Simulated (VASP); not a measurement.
ZrB2, 3 atoms in the cell. The structure is hexagonal, space group P6/mmm (No. 191). The conventional cell has a = 3.170 Å, b = 3.170 Å, c = 3.533 Å, α = 90.00°, β = 90.00°, γ = 120.00°. Zr (site symmetry 6/mmm) is surrounded by 12 B at 2.54 Å. B (site symmetry -6m2) has 3 B at 1.83 Å as nearest neighbours. 

```yaml
Program: VASP 6.6.1
Task: relaxation of cell and atoms
Functional: PBE
Potentials_or_basis: VASP PAW PBE potentials, release 64 (Zr_sv, B)
Cutoff: 600 eV
k_mesh: 15 × 15 × 10
Occupations: methfessel-paxton, width 0.1 eV
Spin: no spin polarisation
Further_INCAR_settings: ALGO = Normal; EDIFF = 1e-06; IBRION = 2; EDIFFG = -0.01; NSW = 90; ISIF = 3
```

Potentials or basis: VASP PAW PBE potentials, release 64 (Zr_sv, B).

The run is started by

```bash
$ cat potpaw_PBE.64/Zr_sv/POTCAR potpaw_PBE.64/B/POTCAR > POTCAR
$ mpirun -np 1 vasp_std > vasp.out
```

Hardware: 1 thread of Intel(R) Xeon(R) 6975P-C (Granite Rapids), on a shared host.

How long does it take, and how much memory?

Run time: 2.6 min on 1 thread of Intel(R) Xeon(R) 6975P-C (Granite Rapids), on a shared host, peak memory 0.22 GiB. Counts: scf iterations 46, k points 162, ion steps 7.
